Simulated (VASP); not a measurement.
TiN (Osbornite):

```
Ti N
1.0
     0.00000    2.11900    2.11900
     2.11900    0.00000    2.11900
     2.11900    2.11900    0.00000
Ti N
1 1
Direct
  0.00000 0.00000 0.00000
  0.50000 0.50000 0.50000
```

Base run:

```yaml
Program: VASP 6.6.1
Functional: r2SCAN
Potentials_or_basis: VASP PAW PBE potentials, release 64 (Ti_sv, N)
Cutoff: 520 eV
k_mesh: 12 × 12 × 12
Occupations: fermi-dirac, width 0.05 eV
Spin: collinear spin, ferromagnetic start
Starting_moments: "[1.0, 0.0] μB"
```

Its results: band gap on the k mesh none (metal or under the smearing width); pressure 0.4 GPa; net moment 0.00 μB per cell.

Q: After a change of settings the same cell gave: band gap on the k mesh none (metal or under the smearing width); pressure 2.2 GPa; net moment 0.00 μB per cell. Which change was it?
A. functional from r2SCAN to HSE06; k mesh from 12 × 12 × 12 to 7 × 7 × 7
B. functional from r2SCAN to LDA; potentials or basis from VASP PAW PBE potentials, release 64 (Ti_sv, N) to VASP PAW LDA potentials, release 64 (Ti_sv, N)
C. functional from r2SCAN to PBEsol
D. functional from r2SCAN to PBE

A: D.

Caveats: the PAW data sets were made with another functional, which shifts forces and pressure a little (some runs).

Not every run made on this cell is shown here.
